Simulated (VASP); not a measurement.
The input files of a VASP run:

File POSCAR:
```
La(NiP)2
1
   -1.9985400000     1.9985400000     4.8175650000
    1.9985400000    -1.9985400000     4.8175650000
    1.9985400000     1.9985400000    -4.8175650000
La Ni P
1 2 2
Direct
  0.0000000000   0.0000000000   0.0000000000
  0.2500000000   0.7500000000   0.5000000000
  0.7500000000   0.2500000000   0.5000000000
  0.6343400000   0.6343400000   0.0000000000
  0.3656600000   0.3656600000   0.0000000000
```

INCAR:
```
ALGO=Normal
EDIFF=1E-6
ENCUT=300
ISIF=2
ISMEAR=-1
LASPH=.TRUE.
LCHARG=.FALSE.
LMAXMIX=6
LREAL=.FALSE.
LWAVE=.FALSE.
NELM=100
PREC=Accurate
SIGMA=0.1
SYSTEM=La(NiP)2
```

**KPOINTS**
```
K-points
0
G
 8 8 8
```

POTCAR, in this order: La Ni P (LDA.64 set). Program: vasp_std.

**Question.** Write an equivalent input for Ansatz.

**Answer.** One equivalent input (not run):
Ansatz 0.2 input:
```yaml
crystal:
  lattice:
    - [-1.9985400, 1.9985400, 4.8175650]
    - [1.9985400, -1.9985400, 4.8175650]
    - [1.9985400, 1.9985400, -4.8175650]
  atoms:
    - { symbol: La, position: [0.0000000, 0.0000000, 0.0000000] }
    - { symbol: Ni, position: [0.2500000, 0.7500000, 0.5000000] }
    - { symbol: Ni, position: [0.7500000, 0.2500000, 0.5000000] }
    - { symbol: P, position: [0.6343400, 0.6343400, 0.0000000] }
    - { symbol: P, position: [0.3656600, 0.3656600, 0.0000000] }
kpoints:
  mp_grid: { grid: [8, 8, 8] }
hamiltonian:
  xc: lda
  pseudopotentials: { kind: paw }
scf:
  occupations: { method: fermi_dirac, width: 0.1 }
  max_iter: 100
output: { forces: true, stress: true, eigenvalues: true }
```
Limits of the translation: each code has its own PAW files, so the cut-off isn't converted (ENCUT is set for VASP's; basis.ecutwfc is left out, and Ansatz then takes the one that its files recommend); Ansatz stops its SCF on the density residual and VASP on the energy change (EDIFF); Ansatz's lda is the Perdew-Wang form, while the LDA potentials of VASP carry Perdew-Zunger's.

The structure comes from a computed database's LaNi2P2 entry (I4/mmm); how it stands against other phases isn't given here. The cell was not relaxed at this level. The run is one of a series of settings (GGA removed, POTCAR La Ni P (LDA.64 set) against the base run), some of them coarse on purpose.
